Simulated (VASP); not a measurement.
SbW2:

```
Sb W
1.0
     0.00000    3.13301    3.13301
     3.13301    0.00000    3.13301
     3.13301    3.13301    0.00000
Sb W
1 2
Direct
  0.50000 0.50000 0.50000
  0.25000 0.25000 0.25000
  0.75000 0.75000 0.75000
```

The cell was built by a generator and needn't be a form met in nature.

* Program: VASP 6.6.1
* Task: relaxation of cell and atoms
* Functional: BLYP
* Potentials or basis: VASP PAW PBE potentials, release 64 (Sb, W_sv)
* Cutoff: 600 eV
* k mesh: 7 × 7 × 7
* Occupations: fermi-dirac, width 0.05 eV
* Spin: no spin polarisation

At the start: pressure 8.2 GPa; volume 20.50 Å³/atom.

Task: How do energy, volume and symmetry change on relaxing?

Result: Over 4 steps the energy falls by 25.7 meV/atom and the volume is 21.55 Å³/atom (+5.1 %); space group Fm-3m (No. 225, to 0.05 Å).

Step by step:
```csv
step,energy change (eV),largest force (eV/Å),pressure (GPa),volume (Å³)
1,0.0000,0.0000,8.22,61.51
2,0.1902,0.0000,-11.53,71.35
3,-0.0769,0.0000,-0.18,64.73
4,-0.0770,0.0000,-0.01,64.66
```

Final structure:
```cif
data_structure
_symmetry_space_group_name_H-M 'P 1'
_symmetry_Int_Tables_number 1
_cell_length_a 4.5052
_cell_length_b 4.5052
_cell_length_c 4.5052
_cell_angle_alpha 60.000
_cell_angle_beta 60.000
_cell_angle_gamma 60.000
_cell_volume 64.66
loop_
_atom_site_label
_atom_site_type_symbol
_atom_site_fract_x
_atom_site_fract_y
_atom_site_fract_z
_atom_site_occupancy
Sb1 Sb 0.50000 0.50000 0.50000 1
W1 W 0.25000 0.25000 0.25000 1
W2 W 0.75000 0.75000 0.75000 1
```

Caveat: the PAW data sets were made with another functional, which shifts forces and pressure a little.
